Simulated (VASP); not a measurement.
Data:

```
Ge
1.0
    0.00000     2.93386     2.93386
    2.93386     0.00000     2.93386
    2.93386     2.93386     0.00000
Ge
2
Cartesian
  0.00000   0.00000   0.00000
  1.46693   1.46693   1.46693
```

Calculation: RPBE GGA, VASP's PBE PAW potentials (set 64) (plane waves; VASP). Run with 520 eV cut-off, 11×11×11 Γ-centred mesh, first-order Methfessel-Paxton smearing of 0.10 eV, potentials Ge_d.

Q: Give the stress tensor in GPa (positive for a compressed cell).

A: 
```
-1.42   0.00   0.00
 0.00  -1.42   0.00
 0.00   0.00  -1.42
```
The pressure is its mean diagonal, -1.42 GPa.

The compound is Ge in the diamond structure. This cell is one point of a volume scan, at 1.03 of the reference volume.
